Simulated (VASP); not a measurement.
Given:

```
CELL_PARAMETERS angstrom
      5.43740     0.00000     0.00000
     -2.71870     4.70893     0.00000
      0.00000     0.00000     4.31294
ATOMIC_POSITIONS crystal
  Ge 0.66667 0.33333 0.25000
  Ge 0.33333 0.66667 0.75000
  Rh 0.33333 0.16667 0.75000
  Rh 0.66667 0.83333 0.25000
  Rh 0.16667 0.33333 0.25000
  Rh 0.83333 0.66667 0.75000
  Rh 0.83333 0.16667 0.75000
  Rh 0.16667 0.83333 0.25000
```

Computed with r2SCAN meta-GGA, VASP's PBE PAW potentials (set 64) (plane waves; VASP). Numerical set-up: 400 eV cut-off, 7×7×8 Γ-centred mesh, tetrahedra with Blöchl corrections, potentials Ge_d Rh_pv.

Problem. Predict the energy per atom (σ→0), band gap (over mesh and band path) with the smallest direct gap where there is one.

Solution. 
```
Property                                                               Value
----------------------------------  ----------------------------------------
band gap (over mesh and band path)  none (metal, semimetal or under 0.01 eV)
energy per atom (σ→0)                                        -21.799 eV/atom
```

Total energies compare only between runs with the same potentials, cut-off and functional.

The structure comes from a computed database's GeRh3 entry (P6_3/mmc); how it stands against other phases isn't given here. It was relaxed first.
